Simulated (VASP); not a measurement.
Method: PBE GGA, VASP's PBE PAW potentials (set 64) (plane waves; VASP 6.6.1).

VASP ran on this input.

### INCAR
```
SYSTEM = NaI
PREC = Accurate
ENCUT = 500
EDIFF = 1E-6
NELM = 100
ALGO = Normal
LREAL = .FALSE.
LASPH = .TRUE.
ISMEAR = 0
SIGMA = 0.05
GGA = PE
LMAXMIX = 4
LWAVE = .FALSE.
LCHARG = .FALSE.
IBRION = 2
ISIF = 3
NSW = 40
EDIFFG = -0.02
PSTRESS = 50
```

**KPOINTS**
```
Automatic mesh
0
G
 8 8 8
0 0 0
```

File POSCAR:
```
NaI
1.0
  0.0000000000   3.0503259028   3.0503259028
  3.0503259028   0.0000000000   3.0503259028
  3.0503259028   3.0503259028   0.0000000000
Na I
1 1
Cart
  6.1006518056   3.0503259028   3.0503259028
  3.0503259028   3.0503259028   3.0503259028
```

POTCAR, in this order: Na_pv I (PBE.64 set). Program: vasp_std.

Unless said otherwise, spin-orbit coupling is left out, though it shifts the bands of the heavy elements here.

What does the run give for the energy per atom (σ→0), pressure, band gap (on the k-mesh)?

```
Property                          Result
------------------------  --------------
energy per atom (σ→0)     -2.611 eV/atom
band gap (on the k-mesh)         4.20 eV
pressure                        5.02 GPa
```

File OSZICAR:
```
...
DAV:   5    -0.527356345795E+01   -0.31915E-02   -0.31914E-02   770   0.165E+00    0.189E+00
DAV:   6    -0.522691249890E+01    0.46651E-01   -0.62601E-02   731   0.178E+00    0.131E+00
DAV:   7    -0.521982411711E+01    0.70884E-02   -0.59622E-02   742   0.165E+00    0.588E-01
DAV:   8    -0.522110154070E+01   -0.12774E-02   -0.34610E-03   677   0.599E-01    0.127E-01
DAV:   9    -0.522107413915E+01    0.27402E-04   -0.11394E-04   728   0.127E-01    0.289E-02
DAV:  10    -0.522108674754E+01   -0.12608E-04   -0.28767E-05   734   0.740E-02    0.715E-03
DAV:  11    -0.522108667607E+01    0.71468E-07   -0.39629E-06   728   0.285E-02
   1 F= -.34496397E+01 E0= -.34496397E+01  d E =-.344964E+01
```

The compound is NaI in the rock salt structure. It was relaxed first under an external pressure of 5 GPa.
